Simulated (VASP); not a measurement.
Method: optB86b-vdW, VASP's PBE PAW potentials (set 64) (plane waves; VASP 6.6.1).

VASP input:

POSCAR:
```
GaP
1.0
  0.0000000000   2.7250000000   2.7250000000
  2.7250000000   0.0000000000   2.7250000000
  2.7250000000   2.7250000000   0.0000000000
Ga P
1 1
Cartesian
  0.0000000000   0.0000000000   0.0000000000
  1.3625000000   1.3625000000   1.3625000000
```

**KPOINTS**
```
Automatic mesh
0
Gamma
8 8 8
0 0 0
```

### INCAR
```
SYSTEM = GaP
PREC = Accurate
ENCUT = 520
EDIFF = 1E-6
NELM = 100
ALGO = Normal
LREAL = .FALSE.
LASPH = .TRUE.
ISMEAR = 0
SIGMA = 0.05
GGA = MK
PARAM1 = 0.1234
PARAM2 = 1.0
LUSE_VDW = .TRUE.
AGGAC = 0.0
LMAXMIX = 4
LWAVE = .FALSE.
LCHARG = .FALSE.
IBRION = 2
ISIF = 3
NSW = 60
EDIFFG = -0.01
```

POTCAR, in this order: Ga_d P (PBE.64 set). Program: vasp_std.

### Question
Estimate the energy per atom (σ→0), volume per atom, band gap (on the k-mesh).

### Answer

```
Quantity                           Value
------------------------  --------------
energy per atom (σ→0)     -2262 meV/atom
band gap (on the k-mesh)         1.60 eV
volume per atom            20.48 Å³/atom
```

File OSZICAR:
```
...
       N       E                     dE             d eps       ncg     rms          rms(c)
DAV:   1    -0.452902626828E+01   -0.53310E-02   -0.66200E-02   994   0.539E+00    0.417E-01
DAV:   2    -0.452511313465E+01    0.39131E-02   -0.71726E-03   964   0.214E+00    0.189E-01
DAV:   3    -0.452413473858E+01    0.97840E-03   -0.11934E-03   999   0.744E-01    0.436E-02
DAV:   4    -0.452404925078E+01    0.85488E-04   -0.11173E-04   858   0.161E-01    0.179E-02
DAV:   5    -0.452403453521E+01    0.14716E-04   -0.94177E-06  1016   0.462E-02    0.513E-03
DAV:   6    -0.452403443123E+01    0.10398E-06   -0.43662E-07   397   0.104E-02
   3 F= -.45240344E+01 E0= -.45240344E+01  d E =-.144844E-02
```

The compound is GaP in the zinc blende structure. This run relaxes it. Symmetry was kept, so distortions that lower it aren't found.
